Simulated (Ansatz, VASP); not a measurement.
# Cross-check of BN (Qingsongite) between VASP and Ansatz, part 2 of 2

One calculation is typed for both programs; each brings its own data sets. How far apart do they land? The cell is taken from a series of runs on this material, whose earlier steps may have relaxed, scaled, displaced or heated it; both programs get it as it stands.

VASP 6.6.1 and Ansatz 0.2.0.

So far: The starting structure; Ansatz: dielectric response, LDA.

## 3. VASP: dielectric response, LDA

Level of this step: LDA; plane waves and PAW (B, N) (VASP).

The same cell, functional (in two slightly different forms) and mesh now go to VASP, with its own data sets.

Lines of VASP's logs that name or quote its potential files are left out, and so is its time.

The input, INCAR:

```
SYSTEM = BN
PREC = Accurate
ENCUT = 520
EDIFF = 1E-08
NELM = 120
ISMEAR = 0
SIGMA = 0.01
LREAL = .FALSE.
ALGO = Normal
GGA = PW92
NBANDS = 10
LORBIT = 11
LWAVE = .FALSE.
LCHARG = .FALSE.
ISIF = 2
LEPSILON = .TRUE.
LASPH = .TRUE.
GGA_COMPAT = .FALSE.
```

The input, POSCAR:

```
BN
1.0
    0.0000000000      1.8075000000      1.8075000000
    1.8075000000      0.0000000000      1.8075000000
    1.8075000000      1.8075000000      0.0000000000
B N
1 1
Direct
    0.0000000000      0.0000000000      0.0000000000
    0.2500000000      0.2500000000      0.2500000000
```

The input, KPOINTS:

```
Automatic mesh
0
Gamma
10 10 10
0 0 0
```

Potentials, in the order of the species: B and N (LDA family, release 64).

On the command line:

```
$ mpirun -np 1 vasp_std
```

Numbers of over 12 decimals in the logs are rounded to 6 here.

What it wrote:

```text
[banner, memory and clock lines left out]
running    1 mpi-ranks, on    1 nodes
 distrk:  each k-point on    1 cores,    1 groups
 distr:  one band on    1 cores,    1 groups

 POSCAR found type information on POSCAR B N
 POSCAR found :  2 types and       2 ions
|                                                                             |
|               ----> ADVICE to this user running VASP <----                  |
|                                                                             |
|     You enforced a specific xc type in the INCAR file but a different       |
|     [... a line on the potential file left out ...]
|     I HOPE YOU KNOW WHAT YOU ARE DOING!                                     |
|                                                                             |

 LDA part: xc-table for (Slater(with rela. corr.)+PW92), standard interpolation
 POSCAR, INCAR and KPOINTS ok, starting setup
 FFT: planning ... GRIDC
 FFT: planning ... GRID_SOFT
 FFT: planning ... GRID
 WAVECAR not read
 entering main loop
       N       E                     dE             d eps       ncg     rms          rms(c)
DAV:   1     0.909222576929E+01    0.90922E+01   -0.52107E+03   956   0.803E+02
DAV:   2    -0.200693818714E+02   -0.29162E+02   -0.28487E+02  1184   0.158E+02
DAV:   3    -0.205596339894E+02   -0.49025E+00   -0.48957E+00  1122   0.178E+01
DAV:   4    -0.205602841511E+02   -0.65016E-03   -0.65015E-03  1016   0.735E-01
DAV:   5    -0.205602847704E+02   -0.61933E-06   -0.61934E-06  1082   0.233E-02    0.652E+00
DAV:   6    -0.195652912898E+02    0.99499E+00   -0.33847E+00   958   0.112E+01    0.309E+00
DAV:   7    -0.194569798171E+02    0.10831E+00   -0.84921E-02  1030   0.251E+00    0.177E+00
DAV:   8    -0.194251993395E+02    0.31780E-01   -0.48829E-02  1040   0.157E+00    0.175E-01
DAV:   9    -0.194250563223E+02    0.14302E-03   -0.10075E-03  1014   0.278E-01    0.807E-02
DAV:  10    -0.194250404478E+02    0.15875E-04   -0.46133E-05  1068   0.684E-02    0.134E-02
DAV:  11    -0.194250409104E+02   -0.46259E-06   -0.23489E-06  1044   0.106E-02    0.648E-03
DAV:  12    -0.194250408224E+02    0.88047E-07   -0.61385E-07  1034   0.484E-03    0.243E-04
DAV:  13    -0.194250408234E+02   -0.10821E-08   -0.99942E-09   610   0.100E-03
   1 F= -.19425041E+02 E0= -.19425041E+02  d E =-.148063-160
 Linear response reoptimize wavefunctions to high precision
DAV:   1    -0.194250408235E+02   -0.48544E-10   -0.25124E-10   638   0.180E-04
 Linear response G [H, r] |phi>, progress :
  Direction:   1
       N       E                     dE             d eps       ncg     rms
RMM:   1    -0.371018042556E+02   -0.37102E+02   -0.26049E+01  2154   0.504E+01
RMM:   2    -0.320657668584E+02    0.50360E+01   -0.95279E-01  1508   0.868E+00
RMM:   3    -0.320704299306E+02   -0.46631E-02    0.16143E-03  1607   0.350E-01
RMM:   4    -0.320707487646E+02   -0.31883E-03    0.27138E-04  1645   0.205E-02
RMM:   5    -0.320707749136E+02   -0.26149E-04    0.16531E-05  1624   0.165E-03
RMM:   6    -0.320707764747E+02   -0.15611E-05    0.87976E-07  1381   0.382E-04
RMM:   7    -0.320707765791E+02   -0.10446E-06   -0.15779E-06  1169   0.299E-04
RMM:   8    -0.320707765719E+02    0.72635E-08   -0.17989E-06  1150   0.298E-04
RMM:   9    -0.320707764979E+02    0.73987E-07   -0.10694E-06  1107   0.298E-04
RMM:  10    -0.320707763629E+02    0.13499E-06   -0.75543E-09   997   0.298E-04
 Linear response G [H, r] |phi>, progress :
  Direction:   2
       N       E                     dE             d eps       ncg     rms
RMM:   1    -0.350981628424E+02   -0.35098E+02   -0.25297E+01  2174   0.479E+01
RMM:   2    -0.325797022847E+02    0.25185E+01   -0.60900E-01  1504   0.736E+00
RMM:   3    -0.325849829255E+02   -0.52806E-02    0.20864E-03  1615   0.297E-01
RMM:   4    -0.325852859146E+02   -0.30299E-03    0.26122E-04  1671   0.179E-02
RMM:   5    -0.325853109363E+02   -0.25022E-04    0.15760E-05  1625   0.152E-03
RMM:   6    -0.325853125005E+02   -0.15642E-05    0.14059E-07  1384   0.421E-04
RMM:   7    -0.325853125379E+02   -0.37364E-07    0.10950E-07  1194   0.347E-04
RMM:   8    -0.325853125392E+02   -0.12909E-08    0.13019E-07  1209   0.347E-04
RMM:   9    -0.325853124313E+02    0.10785E-06    0.11263E-06  1188   0.347E-04
RMM:  10    -0.325853124437E+02   -0.12407E-07    0.12191E-06  1046   0.347E-04
 Linear response G [H, r] |phi>, progress :
  Direction:   3
       N       E                     dE             d eps       ncg     rms
RMM:   1    -0.253064595462E+02   -0.25306E+02    0.74497E+01  2024   0.505E+01
RMM:   2    -0.237603172024E+02    0.15461E+01   -0.96662E-01  1489   0.823E+00
RMM:   3    -0.237593194550E+02    0.99775E-03   -0.30460E-03  1598   0.358E-01
RMM:   4    -0.237592732954E+02    0.46160E-04   -0.15827E-05  1658   0.235E-02
RMM:   5    -0.237592728860E+02    0.40944E-06   -0.31710E-07  1589   0.205E-03
RMM:   6    -0.237592728869E+02   -0.87533E-09   -0.20679E-07  1330   0.390E-04
RMM:   7    -0.237592728879E+02   -0.10406E-08   -0.23830E-07  1136   0.266E-04
RMM:   8    -0.237592728913E+02   -0.33401E-08   -0.20745E-07  1092   0.263E-04
RMM:   9    -0.237592728914E+02   -0.96811E-10   -0.19739E-07  1034   0.263E-04
RMM:  10    -0.237592728913E+02    0.99003E-10   -0.13772E-07   903   0.263E-04
 Linear response to external field (no local field effect), progress :
  Direction:   1
       N       E                     dE             d eps       ncg     rms          rms(c)
RMM:   1    -0.144279384396E+00   -0.14428E+00   -0.45183E-01  2116   0.201E+00
RMM:   2    -0.144763299132E+00   -0.48391E-03   -0.32906E-04  1515   0.143E-01
RMM:   3    -0.144764026079E+00   -0.72695E-06   -0.43773E-07  1542   0.485E-03
RMM:   4    -0.144764028359E+00   -0.22802E-08   -0.11632E-09  1391   0.223E-04
 change of polarisation eV/A/(eV/A) component  1 :     0.290     0.122     0.032
 dielectric tensor                  component  1 :     5.436     1.873     0.496
 Linear response to external field (no local field effect), progress :
  Direction:   2
       N       E                     dE             d eps       ncg     rms          rms(c)
RMM:   1    -0.143843801679E+00   -0.14384E+00   -0.44562E-01  2120   0.199E+00
RMM:   2    -0.144257123110E+00   -0.41332E-03   -0.32281E-04  1521   0.140E-01
RMM:   3    -0.144257813347E+00   -0.69024E-06   -0.42597E-07  1541   0.474E-03
RMM:   4    -0.144257815202E+00   -0.18552E-08   -0.17676E-09  1395   0.217E-04
 change of polarisation eV/A/(eV/A) component  2 :     0.122     0.289    -0.041
 dielectric tensor                  component  2 :     1.872     5.420    -0.627
 Linear response to external field (no local field effect), progress :
  Direction:   3
       N       E                     dE             d eps       ncg     rms          rms(c)
RMM:   1    -0.773760727587E-01   -0.77376E-01   -0.21414E-01  2087   0.159E+00
RMM:   2    -0.777432388181E-01   -0.36717E-03   -0.21502E-04  1516   0.120E-01
RMM:   3    -0.777437813404E-01   -0.54252E-06   -0.29505E-07  1526   0.409E-03
RMM:   4    -0.777437820260E-01   -0.68555E-09   -0.12610E-09  1402   0.194E-04
 change of polarisation eV/A/(eV/A) component  3 :     0.032    -0.041     0.155
 dielectric tensor                  component  3 :     0.495    -0.627     3.382
 Linear response to external field, progress :
  Direction:   1
       N       E                     dE             d eps       ncg     rms          rms(c)
RMM:   1    -0.121831860791E+00   -0.12183E+00   -0.37052E-01  7677   0.186E+00
RMM:   2    -0.122254562826E+00   -0.42270E-03   -0.28766E-04  5521   0.134E-01    0.589E-01
RMM:   3    -0.119916064055E+00    0.23385E-02   -0.97657E-04  5392   0.240E-01    0.345E-01
RMM:   4    -0.123892446929E+00   -0.39764E-02   -0.14558E-03  5568   0.294E-01    0.367E-02
RMM:   5    -0.124360658479E+00   -0.46821E-03   -0.15358E-05  5649   0.314E-02    0.432E-03
RMM:   6    -0.124375713182E+00   -0.15055E-04   -0.34314E-08  5748   0.174E-03    0.226E-03
RMM:   7    -0.124385266484E+00   -0.95533E-05   -0.82933E-09  5706   0.876E-04    0.101E-04
RMM:   8    -0.124385473100E+00   -0.20662E-06    0.12035E-10  3490   0.417E-05    0.267E-05
RMM:   9    -0.124385459572E+00    0.13528E-07   -0.55114E-11  2937   0.442E-05    0.211E-06
 change of polarisation eV/A/(eV/A) component  1 :     0.234     0.045     0.029
 dielectric tensor                  component  1 :     4.590     0.686     0.444
 Linear response to external field, progress :
  Direction:   2
       N       E                     dE             d eps       ncg     rms          rms(c)
RMM:   1    -0.121832101831E+00   -0.12183E+00   -0.37052E-01  7677   0.186E+00
RMM:   2    -0.122254544594E+00   -0.42244E-03   -0.28711E-04  5525   0.134E-01    0.589E-01
RMM:   3    -0.119916034448E+00    0.23385E-02   -0.97679E-04  5392   0.241E-01    0.345E-01
RMM:   4    -0.123892385564E+00   -0.39764E-02   -0.14567E-03  5564   0.294E-01    0.367E-02
RMM:   5    -0.124360585965E+00   -0.46820E-03   -0.15323E-05  5651   0.313E-02    0.432E-03
RMM:   6    -0.124375616929E+00   -0.15031E-04   -0.34027E-08  5746   0.174E-03    0.225E-03
RMM:   7    -0.124385181585E+00   -0.95647E-05   -0.87585E-09  5696   0.877E-04    0.101E-04
RMM:   8    -0.124385385368E+00   -0.20378E-06   -0.12974E-10  3499   0.433E-05    0.267E-05
RMM:   9    -0.124385372636E+00    0.12732E-07   -0.30666E-10  2927   0.458E-05    0.211E-06
 change of polarisation eV/A/(eV/A) component  2 :     0.037     0.234     0.026
 dielectric tensor                  component  2 :     0.567     4.590     0.403
 Linear response to external field, progress :
  Direction:   3
       N       E                     dE             d eps       ncg     rms          rms(c)
RMM:   1    -0.121832075661E+00   -0.12183E+00   -0.37052E-01  7677   0.186E+00
RMM:   2    -0.122254559849E+00   -0.42248E-03   -0.28943E-04  5523   0.134E-01    0.589E-01
RMM:   3    -0.119916057854E+00    0.23385E-02   -0.97680E-04  5393   0.241E-01    0.345E-01
RMM:   4    -0.123892375822E+00   -0.39763E-02   -0.14561E-03  5566   0.294E-01    0.367E-02
RMM:   5    -0.124360570604E+00   -0.46819E-03   -0.15357E-05  5649   0.314E-02    0.432E-03
RMM:   6    -0.124375640509E+00   -0.15070E-04   -0.34661E-08  5751   0.174E-03    0.226E-03
RMM:   7    -0.124385196453E+00   -0.95559E-05   -0.83776E-09  5704   0.876E-04    0.101E-04
RMM:   8    -0.124385400580E+00   -0.20413E-06    0.12736E-10  3488   0.416E-05    0.269E-05
RMM:   9    -0.124385388779E+00    0.11800E-07   -0.64940E-11  2906   0.445E-05    0.211E-06
 change of polarisation eV/A/(eV/A) component  3 :     0.030     0.044     0.234
 dielectric tensor                  component  3 :     0.459     0.671     4.590
 Born effective charges drift removed
```

OUTCAR, selected parts (step 3):

```text
ion  position               nearest neighbor table
   1  0.000  0.000  0.000-   2 1.57   2 1.57   2 1.57   2 1.57
   2  0.250  0.250  0.250-   1 1.57   1 1.57   1 1.57   1 1.57

  LATTYP: Found a face centered cubic cell.
 ALAT       =     3.6150000000

 Subroutine GETGRP returns: Found 24 space group operations
 (whereof 24 operations were pure point group operations)

The static configuration has the point symmetry T_d .

 Found     47 irreducible k-points:

   k-points           NKPTS =     47   k-points in BZ     NKDIM =     47   number of bands    NBANDS=     10

   dimension x,y,z NGX =    20 NGY =   20 NGZ =   20
   dimension x,y,z NGXF=    40 NGYF=   40 NGZF=   40

   ENCUT  =  520.0 eV  38.22 Ry    6.18 a.u.   4.75  4.75  4.75*2*pi/ulx,y,z

   NELECT =       8.0000    total number of electrons

 k-points in reciprocal lattice and weights: Automatic mesh
   0.00000000  0.00000000  0.00000000       0.001
   0.10000000  0.00000000  0.00000000       0.008
   0.20000000  0.00000000  0.00000000       0.008
   0.30000000  0.00000000  0.00000000       0.008
   0.40000000  0.00000000  0.00000000       0.008
   0.50000000  0.00000000  0.00000000       0.004
   0.10000000  0.10000000  0.00000000       0.006
   0.20000000  0.10000000  0.00000000       0.024
   0.30000000  0.10000000  0.00000000       0.024
[...]
-0.30000000  0.40000000  0.20000000       0.024
  -0.30000000  0.50000000  0.20000000       0.012

 average (electrostatic) potential at core
       1 -29.5778       2 -60.1142

  Total       -0.7844111     -0.7844111     -0.7844111      0.0000000      0.0000000     -0.0000000
  in kB     -106.4116993   -106.4116993   -106.4116993      0.0000000      0.0000000     -0.0000000
  external PRESSURE =    -106.4116993 kB  Pullay stress =       0.0000000 kB

  energy-cutoff  :      520.00
  volume of cell :       11.81
      direct lattice vectors                 reciprocal lattice vectors
     0.000000000  1.807500000  1.807500000    -0.276625173  0.276625173  0.276625173
     1.807500000  0.000000000  1.807500000     0.276625173 -0.276625173  0.276625173
     1.807500000  1.807500000  0.000000000     0.276625173  0.276625173 -0.276625173

 POSITION                                       TOTAL-FORCE (eV/Angst)
 -----------------------------------------------------------------------------------
      0.00000      0.00000      0.00000         0.000000      0.000000     -0.000000
      0.90375      0.90375      0.90375        -0.000000     -0.000000      0.000000
 -----------------------------------------------------------------------------------
    total drift:                               -0.000000     -0.000000     -0.000000

 MACROSCOPIC STATIC DIELECTRIC TENSOR (including local field effects in DFT)
 ------------------------------------------------------
           4.589951     0.000000    -0.000000
          -0.000000     4.589951    -0.000000
           0.000000     0.000000     4.589951
 ------------------------------------------------------

 PIEZOELECTRIC TENSOR (including local field effects)  for field in x, y, z        (C/m^2)
          XX          YY          ZZ          XY          YZ          ZX
  --------------------------------------------------------------------------------
  x    -0.00000    -0.00000     0.00000     0.00000    -1.02857     0.00000
  y    -0.00000    -0.00000     0.00000     0.00000     0.00000    -1.02857
  z    -0.00000    -0.00000    -0.00000    -1.02857     0.00000     0.00000

 BORN EFFECTIVE CHARGES (including local field effects) (in |e|, cummulative output)
 ---------------------------------------------------------------------------------
 ion    1
    1     1.88744     0.00000    -0.00000
    2     0.00000     1.88744     0.00000
    3    -0.00000     0.00000     1.88744
 ion    2
    1    -1.88744    -0.00000     0.00000
    2    -0.00000    -1.88744    -0.00000
    3     0.00000    -0.00000    -1.88744
```

## 4. Comparison

Known differences besides the potentials themselves: fixed occupations in Ansatz, narrow Gaussian smearing in VASP; VASP's response is taken on the typed mesh, Ansatz refines its own for the field response alone; the cutoff is 420 eV in Ansatz and 520 eV in VASP; VASP's log shows a relativistic correction to its local exchange, Ansatz's none. Total energies have different zeros and are not compared.

Both answers:

| quantity | Ansatz | VASP | difference |
| --- | --- | --- | --- |
| ε∞ xx | 4.59 | 4.59 | +0.07 % |
| ε∞ yy | 4.59 | 4.59 | +0.07 % |
| ε∞ zz | 4.59 | 4.59 | +0.07 % |

## 5. What came out

```
difference in ε∞ xx (dielectric response, LDA) : 0.066 %
```

In words: The difference in ε∞ xx is 0.066 % (dielectric response, LDA), within the 5 % picked in this series as the mark of a large difference. How closely two codes agree says nothing of how well the functional describes the real material.

[Lines on the potential files, build, host, timing and source positions are cut from VASP's logs without a mark.]

[Logs are printed without paths, hosts, clocks, repeated set-up lines and the standing remarks that a program may print on its own settings, such as how far it seeks lower states.]

[Hosts, paths, dates, database ids (printed as entryN), source tags and the programs' standing remarks are cut or masked in the printed files.]
